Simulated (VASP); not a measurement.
Method: PBE GGA, VASP's PBE PAW potentials (set 64) (plane waves; VASP).

The input files of a VASP run:

**POSCAR**
```
Ge
1.0
  0.0000000000   2.8749599211   2.8749599211
  2.8749599211   0.0000000000   2.8749599211
  2.8749599211   2.8749599211   0.0000000000
Ge
2
Cartesian
  2.8749599211   2.8749599211   2.8749599211
  4.3124398816   4.3124398816   4.3124398816
```

KPOINTS:
```
Automatic mesh
0
Gamma
10 10 10
0 0 0
```

**INCAR**
```
SYSTEM = Ge
PREC = Accurate
ENCUT = 480
EDIFF = 1E-6
NELM = 100
ALGO = Normal
LREAL = .FALSE.
LASPH = .TRUE.
ISMEAR = 1
SIGMA = 0.1
GGA = PE
LMAXMIX = 4
LWAVE = .FALSE.
LCHARG = .FALSE.
IBRION = 2
ISIF = 3
NSW = 60
EDIFFG = -0.01
```

POTCAR, in this order: Ge_d (PBE.64 set). Program: vasp_std.

Output

### OSZICAR
```
       N       E                     dE             d eps       ncg     rms          rms(c)
DAV:   1     0.162316105024E+03    0.16232E+03   -0.15029E+04  1756   0.397E+03
DAV:   2     0.117010974738E+02   -0.15062E+03   -0.14784E+03  1694   0.510E+02
DAV:   3    -0.846596546742E+01   -0.20167E+02   -0.20028E+02  1886   0.145E+02
DAV:   4    -0.909567949461E+01   -0.62971E+00   -0.62868E+00  1954   0.295E+01
DAV:   5    -0.910584683332E+01   -0.10167E-01   -0.10167E-01  1944   0.395E+00    0.301E+00
DAV:   6    -0.905893917154E+01    0.46908E-01   -0.20580E-02  1890   0.169E+00    0.180E+00
DAV:   7    -0.903103284564E+01    0.27906E-01   -0.50701E-02  1768   0.231E+00    0.154E-01
DAV:   8    -0.903272100997E+01   -0.16882E-02   -0.66198E-03  1924   0.127E+00    0.493E-02
DAV:   9    -0.903276488083E+01   -0.43871E-04   -0.26912E-04  2186   0.314E-01    0.192E-02
DAV:  10    -0.903280137478E+01   -0.36494E-04   -0.10130E-04  1788   0.133E-01    0.547E-03
DAV:  11    -0.903280300180E+01   -0.16270E-05   -0.99915E-06  2146   0.614E-02    0.188E-03
DAV:  12    -0.903280313360E+01   -0.13181E-06   -0.63902E-07  1276   0.136E-02
   1 F= -.90328031E+01 E0= -.90328069E+01  d E =-.903280E+01
       N       E                     dE             d eps       ncg     rms          rms(c)
DAV:   1    -0.903674847363E+01   -0.39455E-02   -0.56160E-02  2244   0.487E+00    0.367E-01
DAV:   2    -0.903385371944E+01    0.28948E-02   -0.40957E-03  2196   0.130E+00    0.184E-01
DAV:   3    -0.903292899280E+01    0.92473E-03   -0.16070E-03  2228   0.723E-01    0.432E-02
DAV:   4    -0.903285771371E+01    0.71279E-04   -0.18823E-04  2158   0.285E-01    0.935E-03
DAV:   5    -0.903285688205E+01    0.83166E-06   -0.14313E-05  1972   0.730E-02    0.678E-03
DAV:   6    -0.903285624147E+01    0.64058E-06   -0.10059E-06   946   0.213E-02
   2 F= -.90328562E+01 E0= -.90328618E+01  d E =-.531079E-04
```

OUTCAR:
```
------------------------ aborting loop because EDIFF is reached ----------------------------------------
  FORCE on cell =-STRESS in cart. coord.  units (eV):
  Direction    XX          YY          ZZ          XY          YZ          ZX
  --------------------------------------------------------------------------------------
  Total       -0.0166584     -0.0166584     -0.0166584     -0.0000000     -0.0000000     -0.0000000
  in kB       -0.5595876     -0.5595876     -0.5595876     -0.0000000     -0.0000000     -0.0000000
  external PRESSURE =      -0.5595876 kB  Pullay stress =       0.0000000 kB
  volume of cell :       47.70
      direct lattice vectors                 reciprocal lattice vectors
     0.000000000  2.878383428  2.878383428    -0.173708615  0.173708615  0.173708615
     2.878383428 -0.000000000  2.878383428     0.173708615 -0.173708615  0.173708615
     2.878383428  2.878383428 -0.000000000     0.173708615  0.173708615 -0.173708615
 POSITION                                       TOTAL-FORCE (eV/Angst)
 -----------------------------------------------------------------------------------
      2.87838      2.87838      2.87838        -0.000000     -0.000000      0.000000
      4.31758      4.31758      4.31758         0.000000      0.000000     -0.000000
 -----------------------------------------------------------------------------------
    total drift:                                0.000000     -0.000000     -0.000000
  FREE ENERGIE OF THE ION-ELECTRON SYSTEM (eV)
  ---------------------------------------------------
  free  energy   TOTEN  =        -9.0328562415 eV

  energy  without entropy=       -9.0328729471  energy(sigma->0) =       -9.03286181

 reached required accuracy - stopping structural energy minimisation
```
(Selected blocks of OUTCAR.)

**CONTCAR**
```
Ge
   1.00000000000000
     0.0000000000000000    2.8783834283512411    2.8783834283512411
     2.8783834283512411   -0.0000000000000000    2.8783834283512411
     2.8783834283512411    2.8783834283512411   -0.0000000000000000
  Ge
     2
Direct
     0.5000000000000000    0.5000000000000000    0.5000000000000000
     0.7500000000000000    0.7500000000000000    0.7500000000000000
```

The compound is Ge in the diamond structure. This run relaxes it. Symmetry was kept, so distortions that lower it aren't found. The start is the result of an earlier pass.
